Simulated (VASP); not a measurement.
Input:

```
CELL_PARAMETERS angstrom
      4.48852     0.00000     0.00000
      0.00000     4.48852     0.00000
      0.00000     0.00000     2.99920
ATOMIC_POSITIONS crystal
  Mg 0.00000 0.00000 0.00000
  Mg 0.50000 0.50000 0.50000
  H  0.30421 0.30421 0.00000
  H  0.80421 0.19579 0.50000
  H  0.19579 0.80421 0.50000
  H  0.69579 0.69579 0.00000
```

The numbers are results of rev-vdW-DF2, VASP's PBE PAW potentials (set 64) (plane waves; VASP), not measurements. Numerical set-up: 520 eV cut-off, 6×6×8 Γ-centred mesh, tetrahedra with Blöchl corrections, potentials Mg H.

The cores are frozen, which limits the accuracy of field gradients.

Q: Give the principal components of the electric field gradient (V/Å²) and the asymmetry η at each nucleus.

A: 
| atom | Vxx | Vyy | Vzz | η |
|---|---|---|---|---|
| Mg1 | -5.3 | -0.1 | 5.4 | 0.96 |
| Mg2 | -5.3 | -0.1 | 5.4 | 0.96 |
| H3 | 4.3 | 1.0 | -5.4 | 0.62 |
| H4 | 4.3 | 1.0 | -5.4 | 0.62 |
| H5 | 4.3 | 1.0 | -5.4 | 0.62 |
| H6 | 4.3 | 1.0 | -5.4 | 0.62 |

The compound is MgH2 in the rutile structure. It was relaxed first.
